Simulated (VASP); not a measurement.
The system is AlC6.

```
Al C
1.0
     4.25395    0.00000    0.00000
    -2.12697    3.68403    0.00000
     0.00000    0.00000    3.01611
Al C
1 6
Direct
  0.00000 0.00000 0.50000
  0.66667 0.00000 0.00000
  0.33333 0.33333 0.00000
  0.00000 0.66667 0.00000
  0.33333 0.00000 0.00000
  0.00000 0.33333 0.00000
  0.66667 0.66667 0.00000
```

The cell was built by a generator and needn't be a form met in nature.

```yaml
Program: VASP 6.6.1
Task: relaxation of cell and atoms
Functional: PBE
Dispersion: D3(BJ)
Potentials_or_basis: VASP PAW PBE potentials, release 64 (Al, C)
Cutoff: 600 eV
k_mesh: 6 × 6 × 6
Occupations: gaussian, width 0.1 eV
Spin: no spin polarisation
```

At the start: pressure 46.9 GPa; volume 6.75 Å³/atom.

How do energy, volume and symmetry change on relaxing?

Over 19 steps the energy falls by 301.6 meV/atom and the volume is 10.25 Å³/atom (+51.9 %); space group P6/mmm (No. 191, to 0.05 Å).

The path:
```csv
step,energy change (eV),largest force (eV/Å),pressure (GPa),volume (Å³)
1,0.0000,2.0271,46.87,47.27
2,1.6090,5.8096,-23.12,62.10
3,-0.7312,1.9844,10.13,51.83
4,-0.3905,2.1148,-21.54,59.64
5,-0.9312,0.0194,-4.45,54.49
6,-1.2589,1.0545,4.21,55.33
7,-1.3401,1.8716,10.86,55.81
8,-1.5314,1.1143,11.86,56.74
9,-1.7472,1.4046,16.06,59.41
10,-1.8549,1.3289,12.18,61.48
11,-1.9596,1.2254,7.21,64.74
12,-2.0530,1.2079,-0.94,71.39
13,-2.0343,1.1686,-3.23,74.72
14,-2.0517,1.2157,-2.75,73.05
15,-2.0553,1.2130,-1.81,72.15
16,-2.1078,0.1223,-1.37,72.13
17,-2.1079,0.0518,-1.41,72.13
18,-2.1106,0.0296,-0.39,71.90
19,-2.1110,0.0181,0.14,71.78
```

Final structure:
```xyz
7
Lattice="4.3064 0.0000 0.0000 -2.1532 3.7295 0.0000 0.0000 0.0000 4.4692" Properties=species:S:1:pos:R:3 pbc="T T T"
Al    0.0000    0.0000    2.2346
C     0.7102    3.7295    0.0000
C     0.7215    1.2497    0.0000
C    -1.4317    2.4798    0.0000
C     1.4430    0.0000    0.0000
C     3.5849    1.2497    0.0000
C     1.4317    2.4798    0.0000
```

Caveat: the volume moved by over 15 % at a fixed basis, so the end points are rough; pairwise dispersion overbinds metals, which lowers pressure and volume.
